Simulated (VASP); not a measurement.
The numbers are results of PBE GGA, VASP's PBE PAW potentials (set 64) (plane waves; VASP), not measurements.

Input for VASP

File POSCAR:
```
Ru
1
    1.3178820000    -2.3175950000     0.0000000000
    1.3178820000     2.3175950000     0.0000000000
    0.0000000000     0.0000000000     4.2814260000
Ru
2
Direct
  0.3333330000   0.6666670000   0.2500000000
  0.6964450000   0.3631110000   0.7500000000
```

INCAR:
```
# general
SYSTEM  = Ru
PREC    = Accurate
ENCUT   = 400
LREAL   = .False.
LASPH   = .True.

# electronic loop
EDIFF   = 1E-4
NELM    = 100
ALGO    = Normal
LMAXMIX = 4

# smearing
ISMEAR  = 1
SIGMA   = 0.1

# functional
GGA     = PE

# ions
ISIF    = 2

# output
LWAVE   = .False.
LCHARG  = .False.
```

File KPOINTS:
```
Automatic mesh
0
Gamma
14 14 8
0 0 0
```

POTCAR, in this order: Ru_pv (PBE.64 set). Program: vasp_std.

Predict the energy per atom (σ→0), pressure, largest force, band gap (on the k-mesh).

* **energy per atom (σ→0)**: -9.174 eV/atom
* **band gap (on the k-mesh)**: none (metal, semimetal or under 0.01 eV)
* **pressure**: 16.63 GPa
* **largest force**: 0.552 eV/Å

File OSZICAR:
```
...
DAV:   3    -0.195808670718E+02   -0.55619E+01   -0.54114E+01 18864   0.707E+01
DAV:   4    -0.196422788303E+02   -0.61412E-01   -0.61178E-01 22650   0.647E+00
DAV:   5    -0.196431606893E+02   -0.88186E-03   -0.88182E-03 19588   0.679E-01    0.194E+01
DAV:   6    -0.184531963089E+02    0.11900E+01   -0.30172E+00 18192   0.185E+01    0.567E+00
DAV:   7    -0.183564135552E+02    0.96783E-01   -0.29677E-01 18488   0.530E+00    0.125E+00
DAV:   8    -0.183475050879E+02    0.89085E-02   -0.81551E-03 18446   0.108E+00    0.766E-02
DAV:   9    -0.183476005392E+02   -0.95451E-04   -0.38637E-04 17424   0.202E-01
   1 F= -.18347601E+02 E0= -.18347492E+02  d E =-.326587E-03
```

The compound is Ru in the hcp structure. The cell was not relaxed at this level, atoms are displaced from their ideal sites. The run is one of a series of settings (EDIFF = 1E-4 against the base run), some of them coarse on purpose.
